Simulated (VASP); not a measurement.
Computed with HSE06 screened hybrid, VASP's PBE PAW potentials (set 64) (plane waves; VASP).

A VASP calculation is set up with these files.

INCAR:
```
# general
SYSTEM   = C64
PREC     = Normal
ENCUT    = 500
LREAL    = Auto   # projection in real space or not
LASPH    = .TRUE.   # aspherical one-centre terms
ISYM     = 0

# electronic loop
EDIFF    = 1E-5
NELM     = 50
NELMIN   = 4
ALGO     = Normal

# smearing
ISMEAR   = 0
SIGMA    = 0.05   # width (eV)

# functional
GGA      = PE
LHFCALC  = .TRUE.
AEXX     = 0.25
HFSCREEN = 0.2   # 1/Angstrom
PRECFOCK = Fast

# output
LWAVE    = .FALSE.
LCHARG   = .FALSE.
LORBIT   = 11   # lm-projected
NEDOS    = 601   # DOS grid
```

File KPOINTS:
```
Automatic mesh
0
gamma
1 1 1
0 0 0
```

File POSCAR:
```
C64
1
    7.7332042795     0.1370926068     0.1730235358
    0.1338356073     8.0973690672     0.0166999110
    0.1693101002     0.0135533432     8.1271485437
C
64
Direct
  0.2228866093   0.9326052753   0.9174943865
  0.7302465271   0.8423517040   0.5962884058
  0.0020510216   0.3323020425   0.8880871813
  0.2149861941   0.3383475110   0.1428060184
  0.1200004132   0.4293006701   0.9985779423
  0.6024046467   0.0990733540   0.6866899026
  0.9422154693   0.4349431846   0.7404715716
  0.5407627718   0.6218514092   0.0429177890
  0.4667100601   0.0013096439   0.6015896187
  0.6313055526   0.0556411104   0.8679755313
  0.0131496444   0.5670608246   0.0774921528
  0.9702967424   0.0535098331   0.7883147049
  0.8061908284   0.1138530688   0.9035130645
  0.0891290017   0.8777767719   0.8146181134
  0.5421738780   0.8439209910   0.5606495562
  0.2480902037   0.1932014517   0.7107035823
  0.6282765053   0.2892846177   0.6618699036
  0.1070605516   0.7082377359   0.7755472543
  0.4419251578   0.1788093041   0.2204757719
  0.8341851211   0.2704164288   0.9624672232
  0.9022784970   0.9072515417   0.2450431603
  0.6240887762   0.9619516456   0.1354412393
  0.0538842361   0.8122482528   0.2748212408
  0.8320877755   0.5542899034   0.0667176177
  0.1852059863   0.8504621826   0.3857203608
  0.2054382444   0.5764802567   0.3183766091
  0.0995097430   0.1759724247   0.8354807133
  0.4171517055   0.6946248300   0.9403571763
  0.7129176848   0.6887157923   0.0965168799
  0.3028644165   0.0738607395   0.5827307605
  0.6120083376   0.5828166576   0.4136473224
  0.8348344446   0.6846213109   0.5962362862
  0.8585040042   0.3967753037   0.4676512673
  0.2558601206   0.4528040962   0.8660036957
  0.7364887435   0.3319314699   0.3463441925
  0.7616104307   0.0092983546   0.6135628141
  0.2862531247   0.0942147858   0.2661665919
  0.4618071149   0.6837646786   0.5054661643
  0.6076420260   0.0996825935   0.2301690138
  0.1651633603   0.4023817638   0.3152860443
  0.6097251726   0.4530333310   0.3002810706
  0.7757620958   0.5701369381   0.4907354789
  0.9694809598   0.6045940175   0.7065369227
  0.3332480001   0.3322433658   0.7597586410
  0.4324116193   0.5772124455   0.6629992192
  0.5557820451   0.4453775236   0.1155017649
  0.5335707973   0.9688088093   0.9791941480
  0.1863447891   0.1562107728   0.1306134219
  0.0870006717   0.6539600076   0.2092833919
  0.1759042676   0.0939356991   0.9786664299
  0.4879332247   0.4018775370   0.6795782716
  0.2022113731   0.0325381844   0.4302647540
  0.8957282193   0.0645758438   0.3173487234
  0.7575247564   0.8447597298   0.1561184904
  0.7470325290   0.1659796785   0.3041392045
  0.8255599859   0.3157056415   0.6329751700
  0.3868969674   0.8689903052   0.9448228678
  0.9102923272   0.1192310021   0.6148076782
  0.7430045062   0.4038980704   0.0415918617
  0.2982251555   0.6184634610   0.8108191421
  0.0400271484   0.3244175932   0.4118530144
  0.4124489647   0.3215962145   0.1293743967
  0.0217686149   0.1297460077   0.4397268555
  0.2896641362   0.7014393042   0.4115362554
```

POTCAR, in this order: C (PBE.64 set). Program: vasp_gam. Read from the step before: WAVECAR.

The resulting files:

File OSZICAR:
```
       N       E                     dE             d eps       ncg     rms          rms(c)
DAV:   1    -0.633998192537E+03   -0.63400E+03   -0.86606E+00   344   0.801E+00    0.400E+00
DAV:   2    -0.634023192258E+03   -0.25000E-01   -0.24686E-01   368   0.136E+00    0.249E+00
DAV:   3    -0.633996309195E+03    0.26883E-01   -0.39155E-02   384   0.540E-01    0.136E+00
DAV:   4    -0.633989740669E+03    0.65685E-02   -0.86470E-03   360   0.248E-01    0.743E-01
DAV:   5    -0.633987545986E+03    0.21947E-02   -0.31442E-03   376   0.163E-01    0.389E-01
DAV:   6    -0.633987146692E+03    0.39929E-03   -0.10175E-03   356   0.835E-02    0.204E-01
DAV:   7    -0.633986979594E+03    0.16710E-03   -0.15108E-04   368   0.454E-02    0.112E-01
DAV:   8    -0.633986954648E+03    0.24946E-04   -0.93024E-05   364   0.274E-02    0.586E-02
DAV:   9    -0.633986942842E+03    0.11806E-04   -0.14012E-05   224   0.161E-02    0.336E-02
DAV:  10    -0.633986941682E+03    0.11592E-05   -0.17947E-05   220   0.127E-02
   1 F= -.63398694E+03 E0= -.63398694E+03  d E =-.254427E-14
```

**OUTCAR**
```
------------------------ aborting loop because EDIFF is reached ----------------------------------------
  volume of cell :      508.52
      direct lattice vectors                 reciprocal lattice vectors
     7.733204279  0.137092607  0.173023536     0.129410563 -0.002133382 -0.002692408
     0.133835607  8.097369067  0.016699911    -0.002186383  0.123533371 -0.000160464
     0.169310100  0.013553343  8.127148544    -0.002750603 -0.000208421  0.123102036
 POSITION                                       TOTAL-FORCE (eV/Angst)
 -----------------------------------------------------------------------------------
      2.00378      7.59464      7.51075         0.282249     -0.088032      0.009737
      5.86084      6.92903      4.98654        -0.002579      0.387579      0.034503
      0.21070      2.70309      7.22352         0.003333     -0.077172      0.055957
      1.73199      2.77113      1.20345         0.089975     -0.115419      0.046328
      1.15451      3.50619      8.14352        -0.022818     -0.120278      0.006291
      4.78804      0.89413      5.68672         0.093365     -0.068710     -0.007678
      7.46992      3.66110      6.18821         0.004445      0.286561      0.008051
      4.27232      5.11008      0.45275        -0.153727      0.110343     -0.131327
      3.71119      0.08274      4.96998         0.113268     -0.130502     -0.049194
      5.03642      0.54886      7.16433        -0.187663     -0.217993      0.217436
      0.19070      4.59455      0.64154        -0.042861     -0.039427      0.151988
      7.64413      0.57699      6.57553         0.081955      0.211230      0.021675
      6.40265      1.04468      7.48438         0.090865      0.414938      0.020759
      0.94465      7.13094      6.65060         0.075862     -0.187627      0.044832
      4.40061      6.91547      4.66438        -0.076623      0.232971      0.142443
      2.06472      1.60807      5.82215         0.014504     -0.105309      0.044025
      5.00937      2.43755      5.49265        -0.208735      0.105155      0.017920
      1.05402      5.76005      6.33334         0.080800      0.239107      0.157382
      3.47876      1.51146      1.87129        -0.109910      0.101304     -0.259477
      6.65007      2.31707      7.97096         0.068994     -0.253251     -0.252570
      7.14041      7.47337      2.16277         0.046936      0.169661      0.067491
      4.97788      7.87667      1.22480         0.103253      0.293013      0.232919
      0.57194      6.58819      2.25640         0.063189     -0.006646      0.103898
      6.52018      4.60327      0.69545        -0.079264     -0.107476     -0.041016
      1.61136      6.91712      3.18105        -0.096592     -0.125526     -0.197650
      1.71975      4.70045      2.63267        -0.115124      0.263716     -0.072937
      0.93454      1.44988      6.81023        -0.122427     -0.008385     -0.010381
      3.47810      5.69457      7.72620         0.129887     -0.050535      0.059083
      5.62165      5.67583      0.91926         0.074773      0.115165      0.117420
      2.45066      0.64750      4.78958         0.097012      0.073631      0.130179
      4.88082      4.80879      3.47740         0.042856     -0.330500     -0.115521
      6.64852      5.66616      5.00158        -0.217874     -0.328318     -0.340002
      6.77127      3.33687      3.95584        -0.078475     -0.086495      0.116706
      2.18584      3.71334      7.08997         0.121424     -0.144723     -0.156605
      5.79848      2.79343      2.94776         0.016612      0.024756     -0.003233
      5.99482      0.18802      5.11845        -0.193912     -0.299291      0.048288
      2.27133      0.80574      2.21428         0.025466      0.249335     -0.017612
      3.74834      5.60686      4.19932         0.052375      0.001199      0.051624
      4.75133      0.89359      1.97742         0.205194     -0.275640     -0.185976
      1.38448      3.28515      2.59767        -0.306012     -0.087148      0.009802
      4.82660      3.75604      2.55349         0.198509      0.174554      0.147894
      6.15852      4.72961      4.13203         0.146662      0.122197      0.252959
      7.69773      5.03811      5.91997        -0.091546     -0.377799     -0.014204
      2.75018      2.74628      6.23788        -0.122358      0.149971      0.100866
      3.53343      4.74217      5.47275        -0.075514     -0.049213      0.013727
      4.37714      3.68415      1.04230         0.113757     -0.012065      0.085032
      4.42166      7.93122      8.06656         0.258227      0.209705     -0.195456
      1.48406      1.29221      1.09637         0.165054     -0.125074     -0.451494
      0.79575      5.31012      1.72685         0.009717      0.002068      0.162849
      1.53857      0.79801      7.98577         0.053924      0.193817      0.300758
      3.94213      3.33025      5.61417         0.030772     -0.094669      0.052272
      1.64094      0.29703      3.53236        -0.091779     -0.012428     -0.089996
      6.98922      0.64999      2.73520        -0.196463     -0.105821     -0.042902
      5.99759      6.94630      1.41398        -0.125437     -0.068082     -0.022788
      5.85066      1.45053      2.60381        -0.013362     -0.010035     -0.035049
      6.53365      2.67814      5.29240         0.025193     -0.018177     -0.167803
      3.26822      7.10238      7.76017        -0.240071      0.053185     -0.075946
      7.15953      1.09858      5.15613        -0.026510      0.061885      0.056956
      5.80690      3.37294      0.47333         0.102313      0.204277      0.081362
      2.52629      5.05980      6.65158         0.127594     -0.142219      0.030359
      0.42269      2.63800      3.35953         0.126313      0.135121     -0.288162
      3.25450      2.66238      1.12818        -0.121293     -0.251633      0.268412
      0.26016      1.05955      3.57966         0.013819      0.015193     -0.030937
      2.40359      5.72510      3.40645        -0.231519     -0.080019     -0.214267
 -----------------------------------------------------------------------------------
    total drift:                                0.000089     -0.239435      0.011411
  FREE ENERGIE OF THE ION-ELECTRON SYSTEM (eV)
  ---------------------------------------------------
  free  energy   TOTEN  =      -633.9869416824 eV

  energy  without entropy=     -633.9869416824  energy(sigma->0) =     -633.98694168

  exchange ACFDT corr.  =         0.00000000  see jH, gK, PRB 81, 115126

 total charge

# of ion       s       p       d       tot
------------------------------------------
    1        0.884   1.784   0.000   2.668
    2        0.852   1.715   0.000   2.567
    3        0.846   1.746   0.000   2.593
    4        0.860   1.697   0.000   2.556
    5        0.836   1.750   0.000   2.586
    6        0.839   1.712   0.000   2.551
    7        0.856   1.606   0.000   2.462
    8        0.849   1.646   0.000   2.495
    9        0.868   1.740   0.000   2.608
   10        0.875   1.700   0.000   2.576
   11        0.863   1.728   0.000   2.591
   12        0.827   1.613   0.000   2.440
   13        0.856   1.687   0.000   2.543
   14        0.847   1.648   0.000   2.495
   15        0.863   1.661   0.000   2.524
   16        0.863   1.724   0.000   2.587
   17        0.843   1.665   0.000   2.508
   18        0.844   1.594   0.000   2.438
   19        0.888   1.790   0.000   2.677
   20        0.875   1.755   0.000   2.630
   21        0.864   1.765   0.000   2.629
   22        0.892   1.812   0.000   2.704
   23        0.880   1.795   0.000   2.675
   24        0.879   1.770   0.000   2.649
...
```
(Selected blocks of OUTCAR.)
